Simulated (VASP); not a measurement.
```xyz
2
Lattice="0.0000 2.1326 2.1326 2.1326 0.0000 2.1326 2.1326 2.1326 0.0000" Properties=species:S:1:pos:R:3 pbc="T T T"
Ru     0.0000     0.0000     0.0000
C      2.1326     2.1326     2.1326
```

Level of theory: PBEsol GGA, VASP's PBE PAW potentials (set 64) (plane waves; VASP 6.6.1). Run with 520 eV cut-off, 13×13×13 Γ-centred mesh, first-order Methfessel-Paxton smearing of 0.10 eV, potentials Ru_pv C.

What does the run give for the energy per atom (σ→0), band gap (on the k-mesh) with the smallest direct gap where there is one?

The band gap (on the k-mesh) is none (metal, semimetal or under 0.01 eV) and the energy per atom (σ→0) comes out as -9.071 eV/atom.

Total energies compare only between runs with the same potentials, cut-off and functional.

The structure was generated: RuC was put into the rock salt type (Fm-3m), which need not be its known phase. It was relaxed first, which changed the volume by -30 %. The start is the result of an earlier pass.
